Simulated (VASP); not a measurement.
VASP input:

INCAR:
```
# general
SYSTEM    =  Rh
PREC      =  Accurate
ENCUT     =  520
LREAL     =  .FALSE.
LASPH     =  .TRUE.

# electronic loop
EDIFF     =  1E-7
NELM      =  100
ALGO      =  Normal
LMAXMIX   =  4
LMIXTAU   =  .TRUE.

# smearing
ISMEAR    =  1
SIGMA     =  0.1

# functional
METAGGA   =  R2SCAN
LUSE_VDW  =  .TRUE.
BPARAM    =  11.95
CPARAM    =  0.0093

# ions
ISIF      =  2

# output
LWAVE     =  .FALSE.
LCHARG    =  .FALSE.
```

File POSCAR:
```
Rh
1
    0.0000000000     1.8582759175     1.8582759175
    1.8582759175     0.0000000000     1.8582759175
    1.8582759175     1.8582759175     0.0000000000
Rh
1
Direct
  0.0000000000   0.0000000000   0.0000000000
```

File KPOINTS:
```
Regular mesh
0
gamma
  16 16 16
```

POTCAR, in this order: Rh_pv (PBE.64 set). Program: vasp_std.

**Question.** Write an equivalent input for Ansatz.

**Answer.** One equivalent input (not run):
Ansatz 0.2 input:
```yaml
crystal:
  lattice:
    - [0.0000000, 1.8582759, 1.8582759]
    - [1.8582759, 0.0000000, 1.8582759]
    - [1.8582759, 1.8582759, 0.0000000]
  atoms:
    - { symbol: Rh, position: [0.0000000, 0.0000000, 0.0000000] }
kpoints:
  mp_grid: { grid: [16, 16, 16] }
hamiltonian:
  xc: r2scan
  dispersion: rvv10
  pseudopotentials: { kind: paw }
scf:
  occupations: { method: methfessel_paxton, width: 0.1 }
  max_iter: 100
output: { forces: true, stress: true, eigenvalues: true }
```
The two are equivalent in intent, not identical: each code has its own PAW files, so the cut-off isn't converted (ENCUT is set for VASP's; basis.ecutwfc is left out, and Ansatz then takes the one that its files recommend); Ansatz stops its SCF on the density residual and VASP on the energy change (EDIFF).

The compound is Rh in the fcc structure. This cell is one point of a volume scan, at 0.94 of the reference volume.
